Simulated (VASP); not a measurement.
Method: modified Becke-Johnson potential (mBJ), VASP's PBE PAW potentials (set 64) (plane waves; VASP 6.6.1).

A VASP calculation is set up with these files.

**POSCAR**
```
BaTiO3
3.8890060
  0.9999998960   0.0000000000   0.0000000000
  0.0000000000   1.0000699084   0.0000000000
  0.0000000000   0.0000000000   1.0777137747
Ba Ti O
1 1 3
Cartesian
  0.0000000000   0.0000000000   0.0125829405
  0.4999999480   0.5000349542   0.5722244201
  0.4999999480   0.5000349542   1.0411246372
  0.0000000000   0.5000349542   0.5214914970
  0.4999999480   0.0000000000   0.5214010318
```

**KPOINTS_OPT**
```
k-points along high-symmetry lines
15
Line-mode
Reciprocal
  0.000000   0.000000   0.000000 ! GAMMA
  0.500000   0.500000   0.000000 ! S

  0.000000   0.000000   0.000000 ! GAMMA
  0.000000   0.000000   0.500000 ! Z

  0.000000   0.000000   0.000000 ! GAMMA
  0.500000   0.000000   0.000000 ! X

  0.000000   0.000000   0.000000 ! GAMMA
  0.000000   0.500000   0.000000 ! Y

  0.000000   0.000000   0.000000 ! GAMMA
  0.500000   0.000000   0.500000 ! U

  0.000000   0.000000   0.000000 ! GAMMA
  0.000000   0.500000   0.500000 ! T

  0.500000   0.500000   0.000000 ! S
  0.500000   0.500000   0.500000 ! R

  0.000000   0.000000   0.500000 ! Z
  0.500000   0.500000   0.500000 ! R
```

**INCAR**
```
ALGO=Normal
EDIFF=1E-6
ENCUT=520
ISIF=0
ISMEAR=0
LASPH=.TRUE.
LCHARG=.FALSE.
LMAXMIX=4
LMIXTAU=.TRUE.
LORBIT=11
LREAL=.FALSE.
LWAVE=.FALSE.
METAGGA=MBJ
NELM=200
PREC=Accurate
SIGMA=0.05
SYSTEM=BaTiO3
```

### KPOINTS
```
Automatic mesh
0
Gamma
6 6 6
0 0 0
```

POTCAR, in this order: Ba_sv Ti_sv O (PBE.64 set). Program: vasp_std. Read from the step before: WAVECAR.

OSZICAR:
```
...
DAV: 159     0.449200691910E+03   -0.60289E+01   -0.44128E+01  3072   0.630E+01    0.632E+00
DAV: 160     0.446622913296E+03   -0.25778E+01   -0.17519E+01  4984   0.279E+01    0.975E+00
DAV: 161     0.448377460327E+03    0.17545E+01   -0.75600E+00  3072   0.186E+01    0.959E+00
DAV: 162     0.449601664895E+03    0.12242E+01   -0.65908E-01  4192   0.540E+00    0.911E+00
DAV: 163     0.448701198353E+03   -0.90047E+00   -0.32291E-01  3488   0.423E+00    0.876E+00
DAV: 164     0.455431695093E+03    0.67305E+01   -0.52460E+01  3136   0.675E+01    0.243E+00
DAV: 165     0.455640439561E+03    0.20874E+00   -0.30689E+00  4264   0.943E+00    0.123E+00
DAV: 166     0.450775096907E+03   -0.48653E+01   -0.31445E+01  3104   0.429E+01    0.291E+00
DAV: 167     0.450365449045E+03   -0.40965E+00   -0.50171E+01  3072   0.700E+01    0.550E+00
DAV: 168     0.455836194075E+03    0.54707E+01   -0.47466E+01  3072   0.671E+01    0.116E+00
DAV: 169     0.455504760730E+03   -0.33143E+00   -0.83550E-01  4264   0.644E+00    0.116E+00
DAV: 170     0.455766554970E+03    0.26179E+00   -0.28161E-02  4816   0.125E+00    0.138E+00
DAV: 171     0.455328794036E+03   -0.43776E+00   -0.85153E-03  3296   0.789E-01    0.121E+00
DAV: 172     0.455031086443E+03   -0.29771E+00   -0.80172E-02  3128   0.212E+00    0.154E+00
DAV: 173     0.454768851497E+03   -0.26223E+00   -0.43267E-02  3520   0.150E+00    0.173E+00
DAV: 174     0.454644213059E+03   -0.12464E+00   -0.10955E-02  3408   0.759E-01    0.181E+00
DAV: 175     0.454646724973E+03    0.25119E-02   -0.46867E-04  4472   0.144E-01    0.182E+00
DAV: 176     0.454586122267E+03   -0.60603E-01   -0.32515E-03  3136   0.394E-01    0.187E+00
DAV: 177     0.455394828851E+03    0.80871E+00   -0.15861E-01  3136   0.297E+00    0.158E+00
DAV: 178     0.455252653447E+03   -0.14218E+00   -0.28192E-02  3648   0.125E+00    0.146E+00
DAV: 179     0.455035167016E+03   -0.21749E+00   -0.49252E-02  3192   0.165E+00    0.164E+00
DAV: 180     0.455059218230E+03    0.24051E-01   -0.12796E-02  3608   0.852E-01    0.176E+00
DAV: 181     0.455043308659E+03   -0.15910E-01   -0.11233E-03  4184   0.206E-01    0.181E+00
DAV: 182     0.455064476630E+03    0.21168E-01   -0.89522E-03  3072   0.762E-01    0.191E+00
DAV: 183     0.455156402273E+03    0.91926E-01   -0.86866E-03  4520   0.639E-01    0.216E+00
DAV: 184     0.455367426797E+03    0.21102E+00   -0.16551E-02  3128   0.929E-01    0.213E+00
DAV: 185     0.455362233918E+03   -0.51929E-02   -0.38849E-03  3584   0.471E-01    0.207E+00
DAV: 186     0.455393281220E+03    0.31047E-01   -0.37655E-04  3888   0.139E-01    0.205E+00
DAV: 187     0.455246907461E+03   -0.14637E+00   -0.17239E-02  3584   0.877E-01    0.203E+00
DAV: 188     0.455254110788E+03    0.72033E-02   -0.69587E-04  4456   0.154E-01    0.202E+00
DAV: 189     0.455236161854E+03   -0.17949E-01   -0.27687E-03  3224   0.402E-01    0.213E+00
DAV: 190     0.455278652032E+03    0.42490E-01   -0.16071E-03  3136   0.305E-01    0.209E+00
DAV: 191     0.455308122030E+03    0.29470E-01   -0.28084E-04  3720   0.128E-01    0.209E+00
DAV: 192     0.455253149831E+03   -0.54972E-01   -0.81772E-02  3312   0.203E+00    0.246E+00
DAV: 193     0.455491285566E+03    0.23814E+00   -0.18160E-02  3168   0.103E+00    0.250E+00
DAV: 194     0.455649894497E+03    0.15861E+00   -0.15437E-02  3152   0.997E-01    0.234E+00
DAV: 195     0.455605018102E+03   -0.44876E-01   -0.76444E-04  3584   0.232E-01    0.233E+00
DAV: 196     0.455739735475E+03    0.13472E+00   -0.55950E-03  3272   0.599E-01    0.233E+00
DAV: 197     0.455838508751E+03    0.98773E-01   -0.12990E-02  3072   0.859E-01    0.223E+00
DAV: 198     0.455842990978E+03    0.44822E-02   -0.17346E-03  3368   0.339E-01    0.229E+00
DAV: 199     0.455845545783E+03    0.25548E-02   -0.63325E-05  4024   0.653E-02    0.228E+00
DAV: 200     0.455833720910E+03   -0.11825E-01   -0.17727E-04  3184   0.987E-02
   1 F= 0.45583372E+03 E0= 0.45583372E+03  d E =-.101672E-31
       N       E                     dE             ncg
       N       E                     dE             ncg
```

Task: The electronic loop did not converge. What happens with NELM = 300, IMIX = 1, AMIX = 0.1?

Result: The program stopped with an error.
### OSZICAR
```
...
DAV:  39     0.396907328908E+03   -0.30853E+02   -0.28861E+03  5648   0.156E+02    0.507E+01
DAV:  40     0.419925016969E+03    0.23018E+02   -0.32891E+03  4816   0.245E+02    0.355E+01
DAV:  41     0.429365332270E+03    0.94403E+01   -0.24629E+03  5408   0.149E+02    0.337E+01
DAV:  42    -0.288044894593E+03   -0.71741E+03   -0.82174E+03  5536   0.935E+02    0.366E+01
DAV:  43     0.438288401686E+03    0.72633E+03   -0.27954E+03  4056   0.297E+02    0.374E+01
DAV:  44     0.377123378558E+03   -0.61165E+02   -0.32811E+03  5880   0.179E+02    0.143E+02
DAV:  45     0.178364028023E+03   -0.19876E+03   -0.44441E+03  5248   0.481E+02    0.358E+01
DAV:  46     0.468487612433E+03    0.29012E+03   -0.21237E+03  3424   0.351E+02    0.273E+01
DAV:  47     0.358329260408E+03   -0.11016E+03   -0.15210E+03  4488   0.245E+02    0.417E+01
DAV:  48     0.435366585354E+03    0.77037E+02   -0.24927E+03  4200   0.324E+02    0.336E+01
DAV:  49     0.460054862495E+03    0.24688E+02   -0.14059E+03  5560   0.162E+02    0.371E+01
DAV:  50     0.432566121173E+03   -0.27489E+02   -0.15434E+03  3904   0.177E+02    0.302E+01
DAV:  51     0.465617319445E+03    0.33051E+02   -0.47523E+02  4184   0.259E+02    0.211E+01
DAV:  52     0.464567530684E+03   -0.10498E+01   -0.20881E+02  4008   0.131E+02    0.210E+01
DAV:  53     0.478403168629E+03    0.13836E+02   -0.30453E+02  3496   0.143E+02    0.222E+01
DAV:  54     0.482040413528E+03    0.36372E+01   -0.50097E+01  3784   0.602E+01    0.192E+01
DAV:  55     0.465486382401E+03   -0.16554E+02   -0.22522E+02  3696   0.136E+02    0.187E+01
DAV:  56     0.480558112285E+03    0.15072E+02   -0.19206E+02  3864   0.932E+01    0.138E+01
DAV:  57     0.383863238249E+03   -0.96695E+02   -0.89777E+02  5056   0.245E+02    0.219E+01
DAV:  58     0.467024938256E+03    0.83162E+02   -0.13213E+03  3672   0.229E+02    0.173E+01
DAV:  59     0.466499034757E+03   -0.52590E+00   -0.75661E+02  4048   0.175E+02    0.120E+01
DAV:  60     0.475504745197E+03    0.90057E+01   -0.63305E+02  3784   0.167E+02    0.108E+01
DAV:  61     0.481332452949E+03    0.58277E+01   -0.13424E+02  3552   0.109E+02    0.116E+01
DAV:  62     0.445989152698E+03   -0.35343E+02   -0.57096E+02  4888   0.221E+02    0.184E+01
DAV:  63     0.460330582789E+03    0.14341E+02   -0.75853E+02  3832   0.255E+02    0.103E+01
DAV:  64     0.476886853685E+03    0.16556E+02   -0.14621E+02  3184   0.985E+01    0.123E+01
DAV:  65     0.239805900262E+03   -0.23708E+03   -0.28106E+03  4328   0.591E+02    0.314E+01
DAV:  66     0.470955607423E+03    0.23115E+03   -0.20870E+03  3544   0.293E+02    0.362E+01
DAV:  67     0.418003793519E+03   -0.52952E+02   -0.27399E+03  5216   0.160E+02    0.954E+01
DAV:  68     0.855588024579E+02   -0.33244E+03   -0.57166E+03  5592   0.604E+02    0.395E+01
DAV:  69     0.470599154484E+03    0.38504E+03   -0.19809E+03  3568   0.310E+02    0.240E+01
DAV:  70     0.128627087560E+03   -0.34197E+03   -0.37783E+03  5216   0.358E+02    0.827E+01
DAV:  71     0.400810202736E+03    0.27218E+03   -0.45908E+03  4136   0.372E+02    0.516E+01
DAV:  72     0.167311385636E+02   -0.38408E+03   -0.79458E+03  5376   0.343E+02    0.137E+02
DAV:  73     0.388878354874E+03    0.37215E+03   -0.84034E+03  4824   0.643E+02    0.461E+01
DAV:  74     0.364770182220E+03   -0.24108E+02   -0.44813E+03  5232   0.351E+02    0.375E+01
DAV:  75     0.430534047964E+03    0.65764E+02   -0.30490E+03  4632   0.304E+02    0.335E+01
DAV:  76     0.291311395612E+03   -0.13922E+03   -0.27710E+03  5512   0.211E+02    0.234E+01
DAV:  77    -0.168995413889E+04   -0.19813E+04   -0.22536E+04  5360   0.315E+02    0.277E+01
DAV:  78    -0.138840393703E+04    0.30155E+03   -0.20190E+04  3648   0.276E+02    0.184E+01
```

The compound is BaTiO3 in the tetragonal perovskite structure.
